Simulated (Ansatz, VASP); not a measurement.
Ta4Rh: VASP beside Ansatz

```xyz
5
Lattice="4.7596 0.0000 0.0000 0.0000 4.7596 0.0000 0.0000 0.0000 4.7596" Properties=species:S:1:pos:R:3 pbc="T T T"
Ta    0.0000    0.0000    0.0000
Ta    2.3798    2.3798    0.0000
Ta    2.3798    0.0000    2.3798
Ta    0.0000    2.3798    2.3798
Rh    2.3798    2.3798    2.3798
```

Change from the starting cell: species swapped into the Ni4N type (Pm-3m, No. 221).

Alike in both runs: functional PBE; k mesh 4 × 4 × 4; occupations gaussian, width 0.1 eV; no spin polarisation.

Ansatz relaxed the structure, and its values are those at the end. VASP's run is a single point on that final structure, the one shown.

|  | VASP | Ansatz |
| --- | --- | --- |
| version | VASP 6.6.1 | Ansatz 0.2.0 |
| potentials or method | VASP PAW PBE potentials, release 64 (Ta_pv, Rh_pv) | scalar-relativistic, plane waves, PAW |
| plane-wave cutoff (eV) | 520 | 420 |
| valence electrons in the cell | 59 | 69 |

```tsv
	VASP	Ansatz	Ansatz less VASP
gap on the k mesh at the Fermi level (eV)	none	none	-
pressure (GPa)	0.5	0.3	-0.14
```

A gap of «none» marks a metal or a gap that the smearing closes. The two sets of potentials don't hold the same shells in valence.

The runs have no spin-orbit coupling, so splittings on Ta are missing.
